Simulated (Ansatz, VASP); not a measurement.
# InO: VASP beside Ansatz, part 2 of 2

Aim: how closely do two programs agree when they are given the same cell, functional and k mesh? The cell is taken from a series of runs on this material, whose earlier steps may have relaxed, scaled, displaced or heated it; both programs get it as it stands.

VASP 6.6.1 and Ansatz 0.2.0.

So far: The starting structure; VASP: zone-centre phonons, r2SCAN.

### Step 3. Ansatz: zone-centre phonons, r2SCAN

Level of this step: Ansatz beside VASP: Kohn-Sham DFT, plane waves, r2SCAN (Ansatz).

Ansatz runs on its default PAW (the set named soft_2) files.

The same cell, functional and mesh now go to Ansatz, which takes its cutoff from its data sets.

Contents of input.yaml:

```yaml
crystal:
  lattice:
    - [3.4093656006, 0.0, 0.0]
    - [-1.7046828003, 2.9525972209, 0.0]
    - [0.0, 0.0, 15.8431641941]
  atoms:
    - { symbol: In, position: [0.6666666667, 0.3333333333, 0.5892540768] }
    - { symbol: In, position: [0.6666666667, 0.3333333333, 0.4107459232] }
    - { symbol: O, position: [0.0, 0.0, 0.6380501854] }
    - { symbol: O, position: [0.0, 0.0, 0.3619498146] }
kpoints:
  mp_grid: { grid: [9, 9, 2] }
hamiltonian:
  xc: r2scan
scf:
  occupations: { method: fixed }
output:
  eigenvalues: true
phonons:
  method: dfpt
  dielectric: true
  rigid_motions: translations
```

Launch:

```
$ ansatz run input.yaml --threads 4 --pin off --max-ram 7168MiB --backend cpu --events-out ev --progress --plain --runs-dir out
```

Numbers of over 12 decimals in the logs are rounded to 6 here.

The log of the run:

```text
Engine: ansatz 0.2.0, aarch64-unknown-linux-gnu
Pseudopotentials: kind: paw
Pseudopotential: In, paw, valence charge 13, recommended cutoff 500 eV (meta_gga), In.paw.azcp
Pseudopotential: O, paw, valence charge 6, recommended cutoff 500 eV (meta_gga), O.paw.azcp
Functional definition: r2SCAN
  parameter k0 = 0.174
  parameter k1 = 0.065
  parameter a1 = 4.9479
  exchange = r2scan_x(k0 = k0, k1 = k1, a1 = a1)
  correlation = r2scan_c
Crystal: 4 atoms, lattice volume = 159.485 Å³
Basis set: ecut = 500 eV, 4077 PW (Γ), exchange–correlation on 150×150×720 points (216 copies of the dense FFT grid, shifted against one another)
Bands: 23, of which v1, the nominal top of the filled ones, is band 19 counted from 1 (18 counted from 0)
Symmetry: 12 space group operations
k-points: 50 of 162 (irreducible under 2 space group operations, time reversal used)
Non-local potential: In, projectors of the file, l = 0: 2, l = 1: 2, l = 2: 2, l = 3: 2
Non-local potential: O, projectors of the file, l = 0: 2, l = 1: 2, l = 2: 1
PAW form: soft (Blöchl's): semilocal exchange-correlation on the pseudo side does not see the compensation charge
PAW frozen core: In, regenerated for the run's functional (the file was generated under x = pbe(κ = 0.804, μ = 0.219515), c = pbe(β = 0.066725))
PAW frozen core: O, regenerated for the run's functional (the file was generated under x = pbe(κ = 0.804, μ = 0.219515), c = pbe(β = 0.066725))
PAW one-centre angular grid: In, 590 points (default); XC on 289 of its mesh's 2783 points in the sphere
PAW one-centre angular grid: O, 302 points (default); XC on 160 Gauss nodes
Initial density: superposition of atomic densities (neutral atoms: chi_scale 0, normalization atom), corrected by the library's trained network
Initial wavefunctions: pseudopotential atomic-orbital guess
Functional: x = r2scan, c = r2scan; τ floored in thin density (d = 2e-4 eV/Å³)
SCF iter   1: F=—  HF=-12360.575983 eV  |F-HF|=—  |Δ(HF+E_count)|=         —  Δρ=6.57e-3  dr2=4.74e-2  dr2_τ=9.48e-2  ethr=1.77e-3  ⟨swp⟩=5.5  Hψ=5186  notcnv=0  defer=100
preconditioner: auto → none  [insulator: Δε(μ)=0.785 eV  Ē_g=15.811 eV  n_scr=16 (ndim 8)  ℏωp=18.1 eV  f_vac=0.559  ε∞_Penn≈2.3]
SCF iter   2: F=—  HF=-12360.619335 eV  |F-HF|=—  |Δ(HF+E_count)|=   4.34e-2  Δρ=2.78e-3  dr2=1.47e-2  dr2_τ=7.19e-4  ethr=1.25e-4  ⟨swp⟩=3.0  Hψ=2669  notcnv=0  defer=100
SCF iter   3: F=—  HF=-12360.621481 eV  |F-HF|=—  |Δ(HF+E_count)|=   2.15e-3  Δρ=2.75e-3  dr2=1.23e-2  dr2_τ=1.22e-3  ethr=3.88e-5  ⟨swp⟩=3.6  Hψ=2443  notcnv=0  defer=100
SCF iter   4: F=—  HF=-12360.619553 eV  |F-HF|=—  |Δ(HF+E_count)|=   1.93e-3  Δρ=5.18e-4  dr2=2.32e-4  dr2_τ=2.45e-5  ethr=3.24e-5  ⟨swp⟩=3.0  Hψ=1953  notcnv=0  defer=100
SCF iter   5: F=—  HF=-12360.619887 eV  |F-HF|=—  |Δ(HF+E_count)|=   3.34e-4  Δρ=1.26e-4  dr2=1.45e-5  dr2_τ=2.30e-6  ethr=6.09e-7  ⟨swp⟩=3.0  Hψ=2552  notcnv=0  defer=100
SCF iter   6: F=—  HF=-12360.619901 eV  |F-HF|=—  |Δ(HF+E_count)|=   1.44e-5  Δρ=2.88e-5  dr2=8.81e-7  dr2_τ=9.87e-8  ethr=3.83e-8  ⟨swp⟩=2.1  Hψ=2142  notcnv=0  defer=97
SCF iter   7: F=—  HF=-12360.619926 eV  |F-HF|=—  |Δ(HF+E_count)|=   2.48e-5  Δρ=8.73e-6  dr2=6.45e-8  dr2_τ=1.03e-8  ethr=2.32e-9  ⟨swp⟩=2.1  Hψ=2103  notcnv=0  defer=88
SCF iter   8: F=—  HF=-12360.619926 eV  |F-HF|=—  |Δ(HF+E_count)|=   7.38e-8  Δρ=1.27e-6  dr2=2.39e-9  dr2_τ=2.29e-10  ethr=1.70e-10  ⟨swp⟩=2.0  Hψ=2100  notcnv=0  defer=90
SCF iter   9: F=-12360.619926 eV  HF=-12360.619926 eV  |F-HF|=8.19e-11  |Δ(HF+E_count)|=   2.45e-9  Δρ=2.25e-7  dr2=9.03e-11  dr2_τ=7.96e-12  ethr=1.00e-12  ⟨swp⟩=10.4  Hψ=9878  notcnv=0
SCF 1 converged in 9 iterations: F = -12360.619926 eV  dr2 = 9.03e-11
  greatest PAW one-centre occupation: 0.985 electrons in one spin orbital (limit 2), on the In atom at site 0 (counted from 0), in its partial waves of l = 2
NSCF: frozen V_eff on 4 k-points
DFPT response loops at Γ: preconditioner auto → none (the input reference at scf.mixing.eps_inf says where Resta's filter doesn't serve); β = 0.50; Broyden in place of MSR1
── the response to a field inside a basis, on 10×10×2 k-points: an SCF that follows is theirs, and a resumed run solves both again ──
Bands: 20, of which v1, the nominal top of the filled ones, is band 19 counted from 1 (18 counted from 0)
k-points: 30 of 200 (irreducible under 4 space group operations, time reversal used)
Initial density: handed on by an earlier stage of this run
Initial wavefunctions: pseudopotential atomic-orbital guess (no wavefunctions were taken with the density)
Eigensolver: Dense (30 Hₖ)
SCF iter   1: F=—  HF=-12360.605699 eV  |F-HF|=—  |Δ(HF+E_count)|=         —  Δρ=1.06e-4  dr2=3.47e-6  dr2_τ=6.23e-6  ethr=1.00e-1
preconditioner: auto → none  [insulator: Δε(μ)=0.856 eV  Ē_g=13.379 eV  n_scr=16 (ndim 8)  ℏωp=18.1 eV  f_vac=0.562  ε∞_Penn≈2.8]
SCF iter   2: F=—  HF=-12360.605712 eV  |F-HF|=—  |Δ(HF+E_count)|=   1.36e-5  Δρ=5.09e-5  dr2=1.08e-6  dr2_τ=5.24e-7  ethr=9.12e-9
SCF iter   3: F=—  HF=-12360.605715 eV  |F-HF|=—  |Δ(HF+E_count)|=   3.18e-6  Δρ=3.16e-5  dr2=1.27e-6  dr2_τ=1.78e-7  ethr=2.84e-9
SCF iter   4: F=-12360.605715 eV  HF=-12360.605715 eV  |F-HF|=4.27e-9  |Δ(HF+E_count)|=   7.79e-8  Δρ=6.61e-6  dr2=6.71e-8  dr2_τ=1.13e-8  ethr=2.84e-9
SCF 1 converged in 4 iterations: F = -12360.605715 eV  dr2 = 6.71e-8
DFPT response loops at Γ: mixed as the last ones told, above
SCF converged after 9 iterations
Free energy (F): -12360.619926 eV
Harris-Foulkes:  -12360.619926 eV  (|F-HF|=8.19e-11)
Internal energy: -12360.619926 eV  (E = F + TS)
E sigma→0 (E₀):  -12360.619926 eV
Fermi energy:    -0.461675 eV
--- Per-component energies (eV) ---
  E_band       = -410.756438
  E_kinetic    = 837.952514
  E_local      = -16036.472886  (includes V_loc(G=0)·N_el)
  E_nonlocal   = 834.609880
  E_hartree    = 7526.570957
  E_xc         = -546.043439
  E_vxc        = -421.527996  (∫ρ·V_xc dr)
  E_paw        = -8693.862128  (= ΣΔE_a)
  E_vpaw       = -706.964048  (= ΣTr[D̂ρ^β])
  E_aug_tail   = 0.001984  (compensation charges beyond the density's cutoff)
  E_vtau       = 28.502166  (kinetic-family band-sum trace: ∫τ·v_τ [+ j·A + Jᵃ·Aᵃ] dr)
  E_ewald      = 3714.755982
  E_core_change = 1.867210  (= ΣΔE_core)
  E_smearing   = -0.000000  (= −TS)
  E_closure    = -0.000000  (closes the sum)
  Σ components = -12360.619926   (vs F -12360.619926, Δ=0.00e0)
--- Band table (eV; the first three rows and the last of 50) ---
  k-point 0: bands = [... 15 lower, -2.3734, -2.3380, -2.3380, -1.3254, 0.2534, 3.3151, 6.1034, 6.2733]
  k-point 1: bands = [... 15 lower, -2.3734, -2.3380, -2.3380, -1.3254, 0.2533, 3.3160, 5.9140, 6.7031]
  k-point 2: bands = [... 15 lower, -2.7359, -2.4880, -2.4440, -1.1510, 0.8228, 3.7003, 6.3210, 6.4216]
  k-point 49: bands = [... 15 lower, -3.6790, -3.3611, -2.7046, -0.6795, 3.8040, 3.8837, 5.6807, 6.8560]
--- Phonons (Γ-DFPT): 4 representative perturbations + reference, on 50 of 162 k-points (Σ response iterations 33) ---
  k mesh reduced under 2 symmetry operations, with k and −k counted as one. Each operation leaves every solved perturbation unchanged. A smaller set is not considered because the functional reads the kinetic-energy density
  ASR residual: 1.405e-4 → 0.000e0 eV/Å²; symmetrization residual: 8.477e-5 eV/Å²
  ASR residual per site (eV/Å²): 1.20e-4 1.20e-4 1.41e-4 1.41e-4
  Γ frequencies (cm⁻¹): 0.00 0.00 0.00 43.65 43.65 144.69 391.29 418.35 434.90 434.90 436.45 436.45
  ε∞ (high-frequency dielectric tensor):
        3.184598     0.000000    -0.000000
        0.000000     3.184598     0.000000
       -0.000000     0.000000     1.512569
  ε⁰ (static dielectric tensor: ions relaxed, cell fixed):
        4.772793    -0.000000    -0.000000
       -0.000000     4.772793    -0.000000
       -0.000000    -0.000000     1.612050
  ε⁰ − ε∞ (ionic part):
        1.588195    -0.000000    -0.000000
       -0.000000     1.588195    -0.000000
       -0.000000    -0.000000     0.099481
  softest optical mode at Γ: 43.65 cm⁻¹; the repairs (sum rule, projections) moved no ω² at Γ by more than (4.44 cm⁻¹)²
  Born effective charges Z* (e; rows j = field, columns β = displacement):
    site 0:
         2.61452   -0.00000   -0.00000
        -0.00000    2.61452   -0.00000
        -0.00000    0.00000    0.58874
    site 1:
         2.61452    0.00000   -0.00000
        -0.00000    2.61452    0.00000
        -0.00000   -0.00000    0.58874
    site 2:
        -2.61452   -0.00000    0.00000
         0.00000   -2.61452   -0.00000
         0.00000   -0.00000   -0.58874
    site 3:
        -2.61452    0.00000    0.00000
         0.00000   -2.61452    0.00000
         0.00000    0.00000   -0.58874
  Z* charge neutrality: 2.741e-3 e pre-enforcement
  solved inside a basis spanned on kpoints, on 10×10×2 k-points, its susceptibility summed on 14×14×2: ε∞ is read to err by 1.2e-2, Z* by 1.5e-2 e (field_mesh: kpoints solves on kpoints); Z* is corrected for what the basis lacks
  optical modes at Γ without the LO–TO term, one row a degenerate level:
      ω (cm⁻¹)  modes    IR ((D/Å)²/amu)
         43.65      2             0.0000
        144.69      1             0.0000
        391.29      1             1.1390
[...]
optical modes at Γ + LO–TO along q̂ = [1.0000, 0.0000, 0.0000]:
      ω (cm⁻¹)  modes    IR ((D/Å)²/amu)
[...]
optical modes at Γ + LO–TO along q̂ = [0.0000, 1.0000, 0.0000]:
      ω (cm⁻¹)  modes    IR ((D/Å)²/amu)
[...]
436.45      2             0.0000
        532.41      1            22.4615
  optical modes at Γ + LO–TO along q̂ = [0.0000, 0.0000, 1.0000]:
      ω (cm⁻¹)  modes    IR ((D/Å)²/amu)
         43.65      2             0.0000
        144.69      1             0.0000
        403.96      1             1.1390
        418.35      1             0.0000
        434.90      2            44.9230
        436.45      2             0.0000
```

### Step 4. Side by side

Known differences besides the potentials themselves: VASP keeps PBE cores, Ansatz makes them for the functional; fixed occupations in Ansatz, narrow Gaussian smearing in VASP; the cutoff is 500 eV in Ansatz and 660 eV in VASP; VASP uses finite displacements, Ansatz perturbation theory. Total energies have different zeros and are not compared.

The two programs side by side:

```tsv
quantity	Ansatz	VASP	difference
optical mode 1 to 2 (cm⁻¹)	43.6	42.7	+0.9
optical mode 3 (cm⁻¹)	144.7	145.4	-0.49 %
optical mode 4 (cm⁻¹)	391.3	391.8	-0.14 %
optical mode 5 (cm⁻¹)	418.4	419.7	-0.32 %
optical mode 6 to 7 (cm⁻¹)	434.9	439.3	-1.01 %
optical mode 8 to 9 (cm⁻¹)	436.4	441.0	-1.04 %
```

Modes are paired by rising frequency, not by their patterns, so a pair may set unlike modes beside each other; they are those without the splitting of longitudinal modes.

### Step 5. Outcome

```
r.m.s. difference of the optical zone-centre modes, each program's sorted by frequency (zone-centre phonons, r2SCAN) : 3.1 cm⁻¹
difference in optical mode 8 to 9 (zone-centre phonons, r2SCAN)                                                      : -1.0 %
```

**Reading.** The r.m.s. difference of the optical zone-centre modes, each program's sorted by frequency is 3.1 cm⁻¹ (zone-centre phonons, r2SCAN). Among the rows given in per cent, the largest difference of the zone-centre phonons, r2SCAN pair is in optical mode 8 to 9, -1.0 %. Such differences can come from data sets, numerical settings and the points named under the comparisons, not from the functional's error against experiment.

[Lines on the potential files, build, host, timing and source positions are cut from VASP's logs without a mark.]

[Logs are printed without paths, hosts, clocks, repeated set-up lines and the standing remarks that a program may print on its own settings, such as how far it seeks lower states.]

[Hosts, paths, dates, database ids (printed as entryN), source tags and the programs' standing remarks are cut or masked in the printed files.]
